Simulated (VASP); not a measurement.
Consider the following.

```
CELL_PARAMETERS angstrom
      1.61908    -2.80433     0.00000
      1.61908     2.80433     0.00000
      0.00000     0.00000     5.16240
ATOMIC_POSITIONS crystal
  Mg 0.33333 0.66667 0.25000
  Mg 0.66667 0.33333 0.75000
```

Method: revPBE GGA, VASP's PBE PAW potentials (set 64) (plane waves; VASP). Run with 520 eV cut-off, Gaussian smearing of 0.050 eV, potentials Mg.

Question: What does the run give for the band gap (along the path) with the smallest direct gap where there is one?

Answer: 
The band gap (along the path) is none (metal, semimetal or under 0.01 eV).

Only differences to runs with the same potentials and settings are physical.

The compound is Mg in the hcp structure. It was relaxed first.
